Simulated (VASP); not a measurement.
Here is the system:

```
Te
1.0
    2.21193    -3.83117     0.00000
    2.21193     3.83117     0.00000
    0.00000     0.00000     5.95097
Te
3
Direct
  0.00000   0.27442   0.66667
  0.72558   0.72558   0.00000
  0.27442   0.00000   0.33333
```

The numbers are results of PBE GGA with D3 dispersion (zero damping), VASP's PBE PAW potentials (set 64) (plane waves; VASP), not measurements. Numerical set-up: 520 eV cut-off, Gaussian smearing of 0.050 eV, potentials Te.

Unless said otherwise, spin-orbit coupling is left out, though it shifts the bands of the heavy elements here.

### Question
Give the energies of bands 4 to 12 at the high-symmetry points, in eV from the valence-band maximum.

### Answer

```
band      Γ      M      K      A      L      H
----  -----  -----  -----  -----  -----  -----
4     -3.01  -4.87  -4.47  -3.94  -5.74  -5.20
5     -2.69  -4.44  -4.47  -2.65  -3.63  -5.09
6     -2.69  -3.66  -3.16  -2.65  -3.62  -5.09
7     -1.70  -3.63  -3.16  -1.31  -2.54  -0.93
8     -1.70  -0.95  -3.02  -0.97  -2.23  -0.01
9     -0.94  -0.78  -2.85  -0.97  -0.23  -0.01
10     0.98   0.74   2.88   0.39   0.62   0.12
11     0.98   0.78   2.88   0.41   1.94   1.19
12     1.60   2.82   3.12   0.41   2.56   1.19
```

The gap is indirect, 0.12 eV, from the valence maximum at L-H at 0.89 to the conduction minimum at H.

The compound is Te in the trig structure. It was relaxed first.
